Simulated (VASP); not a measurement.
Calculation: r2SCAN meta-GGA, VASP's PBE PAW potentials (set 64) (plane waves; VASP 6.6.1).

The input files of a VASP run:

INCAR:
```
ALGO = Normal
EDIFF = 1E-6
EDIFFG = -0.02
ENCUT = 400
IBRION = 2
ISIF = 3
ISMEAR = 1
ISPIN = 2
LASPH = .True.
LCHARG = .False.
LMAXMIX = 4
LMIXTAU = .True.
LORBIT = 10
LREAL = .False.
LWAVE = .False.
MAGMOM = 2.8 0.1 0.1
METAGGA = R2SCAN
NELM = 100
NSW = 60
PREC = Accurate
SIGMA = 0.1
SYSTEM = FeSi2
```

**POSCAR**
```
FeSi2
1
    4.2770838950    -0.0000000427    -0.0000000000
   -2.1385414837     3.7040629945     0.0000000000
    0.0000000000    -0.0000000000     2.4625621246
Fe Si
1 2
Direct
  0.0000000000   0.0000000000   1.0000000000
  0.3333330000   0.6666670000   0.5000000000
  0.6666670000   0.3333330000   0.5000000000
```

KPOINTS:
```
K-points
0
G
  8 8 11
```

POTCAR, in this order: Fe Si (PBE.64 set). Program: vasp_std.

The run wrote:

OUTCAR:
```
 ion  position               nearest neighbor table
   1  0.000  0.000  0.000-   2 2.76   3 2.76   2 2.76   3 2.76   2 2.76   2 2.76   3 2.76   3 2.76
                             3 2.76   3 2.76   2 2.76   2 2.76
   2  0.333  0.667  0.500-   3 2.47   3 2.47   3 2.47   1 2.76   1 2.76   1 2.76   1 2.76   1 2.76
                             1 2.76
   3  0.667  0.333  0.500-   2 2.47   2 2.47   2 2.47   1 2.76   1 2.76   1 2.76   1 2.76   1 2.76
                             1 2.76
  LATTYP: Found a hexagonal cell.
 ALAT       =     4.2770838950
 C/A-ratio  =     0.5757572648
 Subroutine PRICEL returns:
 Original cell was already a primitive cell.
 Subroutine GETGRP returns: Found 24 space group operations
The static configuration has the point symmetry D_6h.
The dynamic configuration has the point symmetry D_6h.
The overall configuration has the point symmetry D_6h.
 Subroutine INISYM returns: Found 24 space group operations
 Subroutine IBZKPT returns following result:
 Found     60 irreducible k-points:

 Following reciprocal coordinates:
            Coordinates               Weight
  0.000000  0.000000  0.000000      1.000000
  0.125000  0.000000  0.000000      6.000000
  0.250000  0.000000  0.000000      6.000000
  0.375000  0.000000  0.000000      6.000000
  0.500000  0.000000  0.000000      3.000000
  0.125000  0.125000  0.000000      6.000000
  0.250000  0.125000  0.000000     12.000000
  0.375000  0.125000  0.000000     12.000000
  0.250000  0.250000  0.000000      6.000000
  0.375000  0.250000  0.000000      6.000000
  0.000000  0.000000  0.090909      2.000000
  0.125000  0.000000  0.090909     12.000000
  0.250000  0.000000  0.090909     12.000000
  0.375000  0.000000  0.090909     12.000000
  0.500000  0.000000  0.090909      6.000000
  0.125000  0.125000  0.090909     12.000000
  0.250000  0.125000  0.090909     24.000000
  0.375000  0.125000  0.090909     24.000000
...
```

OSZICAR:
```
       N       E                     dE             d eps       ncg     rms          rms(c)
DAV:   1     0.375360788344E+02    0.37536E+02   -0.59863E+03  3400   0.914E+02
DAV:   2    -0.315602028366E+02   -0.69096E+02   -0.62376E+02  3444   0.198E+02
DAV:   3    -0.346960943078E+02   -0.31359E+01   -0.30083E+01  4606   0.447E+01
DAV:   4    -0.347519944844E+02   -0.55900E-01   -0.55819E-01  3814   0.576E+00
DAV:   5    -0.347533792195E+02   -0.13847E-02   -0.13845E-02  4578   0.954E-01    0.171E+01
DAV:   6    -0.427876579696E+02   -0.80343E+01   -0.74758E+01  3966   0.149E+02    0.447E+01
DAV:   7    -0.305062094569E+02    0.12281E+02   -0.26400E+01  4220   0.116E+02    0.647E+00
DAV:   8    -0.308133237038E+02   -0.30711E+00   -0.20094E+00  4334   0.135E+01    0.373E+00
DAV:   9    -0.308954870651E+02   -0.82163E-01   -0.33679E-01  4768   0.736E+00    0.196E+00
DAV:  10    -0.308833450840E+02    0.12142E-01   -0.95219E-02  4722   0.534E+00    0.117E+00
DAV:  11    -0.308811640499E+02    0.21810E-02   -0.10684E-02  4396   0.114E+00    0.406E-01
DAV:  12    -0.308816013239E+02   -0.43727E-03   -0.30722E-03  4602   0.569E-01    0.161E-01
DAV:  13    -0.308817221037E+02   -0.12078E-03   -0.39790E-04  4670   0.290E-01    0.968E-02
DAV:  14    -0.308817764322E+02   -0.54328E-04   -0.23302E-04  4526   0.230E-01    0.320E-02
DAV:  15    -0.308817824111E+02   -0.59789E-05   -0.20218E-05  4552   0.492E-02    0.226E-02
DAV:  16    -0.308817809222E+02    0.14890E-05   -0.17193E-06  2550   0.223E-02    0.115E-02
DAV:  17    -0.308817843146E+02   -0.33924E-05   -0.15434E-06  2358   0.154E-02    0.234E-03
DAV:  18    -0.308817837990E+02    0.51560E-06   -0.34189E-07  2058   0.699E-03
   1 F= -.30881784E+02 E0= -.30881701E+02  d E =-.308818E+02  mag=     2.8822
```

**OUTCAR**
```
------------------------ aborting loop because EDIFF is reached ----------------------------------------
  FORCE on cell =-STRESS in cart. coord.  units (eV):
  Direction    XX          YY          ZZ          XY          YZ          ZX
  --------------------------------------------------------------------------------------
  Total        0.0225450      0.0225450     -0.0138407      0.0000000     -0.0000000      0.0000000
  in kB        0.9258657      0.9258655     -0.5684020      0.0000001     -0.0000000      0.0000000
  external PRESSURE =       0.4277764 kB  Pullay stress =       0.0000000 kB
  volume of cell :       39.01
      direct lattice vectors                 reciprocal lattice vectors
     4.277083895 -0.000000043  0.000000000     0.233804160  0.134986877  0.000000000
    -2.138541484  3.704062995  0.000000000     0.000000003  0.269973812  0.000000000
     0.000000000  0.000000000  2.462562125     0.000000000  0.000000000  0.406081126
 POSITION                                       TOTAL-FORCE (eV/Angst)
 -----------------------------------------------------------------------------------
      0.00000      0.00000      0.00000         0.000000     -0.000000     -0.000000
     -0.00000      2.46938      1.23128         0.000000      0.000000     -0.000000
      2.13854      1.23469      1.23128        -0.000000     -0.000000      0.000000
 -----------------------------------------------------------------------------------
    total drift:                               -0.000000      0.000000     -0.000000
  FREE ENERGIE OF THE ION-ELECTRON SYSTEM (eV)
  ---------------------------------------------------
  free  energy   TOTEN  =       -30.8817837990 eV

  energy  without entropy=      -30.8815368776  energy(sigma->0) =      -30.88170149

 total charge

# of ion       s       p       d       tot
------------------------------------------
    1        0.377   0.423   6.262   7.063
    2        0.757   0.873   0.000   1.630
    3        0.757   0.873   0.000   1.630
--------------------------------------------------
tot          1.892   2.169   6.262  10.323

 magnetization (x)

# of ion       s       p       d       tot
------------------------------------------
    1        0.005  -0.013   2.788   2.780
    2        0.038   0.039   0.000   0.076
    3        0.038   0.039   0.000   0.076
--------------------------------------------------
tot          0.081   0.064   2.788   2.933

 reached required accuracy - stopping structural energy minimisation
```
(Selected blocks of OUTCAR.)

The structure was generated: FeSi2 was put into the AlB2 type (P6/mmm), which need not be its known phase. It was relaxed first, which changed the volume by -47 %. The start is the result of an earlier pass.
